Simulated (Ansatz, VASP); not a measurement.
# Cu (ladder Cu chain) in two plane-wave programs, part 2 of 2

Wanted: the spread between two codes on one cell, functional and k mesh. Of the first pair: The structure shown is the start of the Ansatz relaxation below; VASP solves that cell, so the two are compared at the walk's first step.

VASP 6.6.1 and Ansatz 0.2.0.

So far. Step 4 (Comparison): The forces differ by 12 meV/Å r.m.s., which is 2.7 % of the r.m.s. force of 0.455 eV/Å (both taken over all components).

## 9. Ansatz: relaxation, PBE

Level of this step: Ansatz beside VASP: Kohn-Sham DFT, plane waves, PBE (Ansatz).

The two programs are compared at the cell with which this relaxation starts, whose forces are those of its first step. The cell compared in this pair holds 174.37 Å³, against 160.13 Å³ for the pair before.

The structure compared here is the start of the Ansatz relaxation; VASP solves that cell, so the two are compared at the walk's first step.

input.yaml reads:

```yaml
crystal:
  lattice:
    - [9.0, 0.0, 0.0]
    - [0.0, 7.5, 0.0]
    - [0.0, 0.0, 2.58324]
  atoms:
    - { symbol: Cu, position: [0.377386667, 0.5, 0.0], spin: 0.5 }
    - { symbol: Cu, position: [0.622613333, 0.5, 0.5], spin: 0.5 }
magnetization:
  spin_polarized: true
kpoints:
  mp_grid: { grid: [1, 1, 31] }
scf:
  occupations: { method: fermi_dirac, width: 0.05 }
hamiltonian:
  xc: pbe
  pseudopotentials: { kind: paw, source: jth }
relax:
  cell: { fix: [a, b, alpha, beta, gamma] }
  max_steps: 60
```

Started as:

```sh
$ ansatz run input.yaml --threads 4 --pin off --max-ram 8192MiB --backend cpu --events-out ev --progress --plain --runs-dir out
```

Numbers of over 12 decimals in the logs are rounded to 6 here.

The log of the run:

```text
[...]
0.000000       0.000000      -0.002386
  P = ⅓ Tr σ = 0.0059 GPa (0.059 kbar)
--- Relaxed structure (5 steps of the walk, 5 accepted, 1 SCFs on fresh bases) ---
[...]
cell:  # Å, volume = 160.2546 Å³
    - [9.0, 0.0, 0.0]
    - [0.0, 7.5, 0.0]
    - [0.0, 0.0, 2.374142]
  atoms:
    - { symbol: Cu, position: [0.384510, 0.5, 0.0] }
    - { symbol: Cu, position: [0.615490, 0.5, 0.500000] }
[key lines of the parts left out:]
SCF converged after 6 iterations
Magnetization: -0.0000 μB (19.0000 up, 19.0000 down)
Free energy (F): -13246.122404 eV
Fermi energy:    -0.992086 eV
```

## 10. VASP: single point, PBE, start cell, pair 3

The same cell, functional, mesh and smearing now go to VASP, with its own data sets.

INCAR reads:

```
SYSTEM = Cu
PREC = Accurate
ENCUT = 520
EDIFF = 1E-06
NELM = 200
ISMEAR = -1
SIGMA = 0.05
LREAL = .FALSE.
ALGO = Normal
GGA = PE
NBANDS = 18
ISPIN = 2
MAGMOM = -0 -0
LASPH = .TRUE.
LMAXMIX = 4
LORBIT = 11
LWAVE = .FALSE.
LCHARG = .FALSE.
ISIF = 2
GGA_COMPAT = .FALSE.
KPAR = 2
```

POSCAR reads:

```
Cu
1.0
    9.0000000000      0.0000000000      0.0000000000
    0.0000000000      7.5000000000      0.0000000000
    0.0000000000      0.0000000000      2.5832400000
Cu
2
Direct
    0.3773866667      0.5000000000      0.0000000000
    0.6226133333      0.5000000000      0.5000000000
```

KPOINTS reads:

```
Automatic mesh
0
Gamma
1 1 31
0 0 0
```

PAW data sets: Cu (PBE family, release 64).

Started as:

```sh
$ mpirun -np 2 vasp_std
```

The log of the run:

```text
[... set-up lines as in an earlier step ...]
 entering main loop
       N       E                     dE             d eps       ncg     rms          rms(c)
DAV:   1     0.139329428978E+03    0.13933E+03   -0.79238E+03  1152   0.105E+03
DAV:   2    -0.105322536190E+01   -0.14038E+03   -0.12701E+03  1154   0.231E+02
DAV:   3    -0.507452037207E+01   -0.40213E+01   -0.39675E+01  1492   0.615E+01
DAV:   4    -0.513905365257E+01   -0.64533E-01   -0.64410E-01  1342   0.832E+00
[...]
DAV:  15    -0.451196899312E+01   -0.50510E-05   -0.53871E-07   960   0.117E-02    0.275E-03
DAV:  16    -0.451197248658E+01   -0.34935E-05   -0.97236E-07  1008   0.914E-03    0.143E-03
DAV:  17    -0.451197240390E+01    0.82681E-07   -0.10477E-07   988   0.408E-03
   1 F= -.45119724E+01 E0= -.45061833E+01  d E =-.115783E-01  mag=     0.0000
```

OUTCAR, selected parts (step 10):

```text
  Total       -1.5980975     -0.1471933     -3.4546999      0.0000000      0.0000000      0.0000000
  in kB      -14.6840318     -1.3524775    -31.7433227      0.0000000      0.0000000      0.0000000
  external PRESSURE =     -15.9266106 kB  Pullay stress =       0.0000000 kB

 POSITION                                       TOTAL-FORCE (eV/Angst)
 -----------------------------------------------------------------------------------
      3.39648      3.75000      0.00000         0.787337      0.000000      0.000000
      5.60352      3.75000      1.29162        -0.787337      0.000000      0.000000
 -----------------------------------------------------------------------------------
    total drift:                                0.000000      0.000000     -0.000000

  FREE ENERGIE OF THE ION-ELECTRON SYSTEM (eV)
  ---------------------------------------------------
  free  energy   TOTEN  =        -4.5119724039 eV

  energy  without entropy=       -4.5003941410  energy(sigma->0) =       -4.50618327

 magnetization (x)
# of ion       s       p       d       tot
------------------------------------------
    1       -0.000  -0.000  -0.000  -0.000
    2       -0.000  -0.000  -0.000  -0.000
--------------------------------------------------
tot         -0.000  -0.000  -0.000  -0.000

[... 1 part as in an earlier step ...]

[... 2 further parts left out ...]
[key lines of the parts left out:]
E-fermi :  -2.8935
```

## 11. Side by side

What differs besides the data sets and the points named for the pairs above, as far as they apply: the data sets hold 38 valence electrons in Ansatz (on its PAW jth soft_2 files) and 22 in VASP; the cutoff is 1350 eV in Ansatz and 520 eV in VASP. Total energies have different zeros and are not compared.

Forces (eV/Å; atoms numbered as in POSCAR):

| atom | Ansatz x, y, z | VASP x, y, z |
| --- | --- | --- |
| Cu1 | 0.814, 0.000, 0.000 | 0.787, 0.000, 0.000 |
| Cu2 | -0.814, 0.000, 0.000 | -0.787, 0.000, 0.000 |

The forces differ by 16 meV/Å r.m.s., which is 3.4 % of the r.m.s. force of 0.455 eV/Å (both taken over all components). Moments aren't recorded for both runs of this pair, so they may hold unlike magnetic states.

## 12. What came out

```yaml
r_m_s_force_difference_single_point_pbe_start_cell_pair_1: 2.7 % of the r.m.s. force
r_m_s_force_difference_single_point_pbe_relaxed_cell_pair_2: 17 meV/Å
r_m_s_force_difference_single_point_pbe_start_cell_pair_3: 3.4 % of the r.m.s. force
```

**Reading.** The r.m.s. force difference is 17 meV/Å (single point, PBE, relaxed cell, pair 2), beyond the 12 meV/Å picked in this series as the mark of a large difference. The data sets hold unlike numbers of valence electrons (38 in Ansatz and 22 in VASP), so part of the differences comes from the potentials. Single point, PBE, relaxed cell, pair 2, VASP with the data sets Cu_sv_GW and a cutoff of 700 eV: r.m.s. force difference goes from 17 to 0.84 meV/Å; the difference in pressure goes from -0.054 to 0.72 GPa. What causes the difference of the single point, PBE, start cell, pair 3 pair stays open here. 7 further runs of this series are not shown here. Such differences can come from data sets, numerical settings and the points named under the comparisons, not from the functional's error against experiment.

[Lines on the potential files, build, host, timing and source positions are cut from VASP's logs without a mark.]

[Logs are printed without paths, hosts, clocks, repeated set-up lines and the standing remarks that a program may print on its own settings, such as how far it seeks lower states.]

[Hosts, paths, dates, database ids (printed as entryN), source tags and the programs' standing remarks are cut or masked in the printed files.]
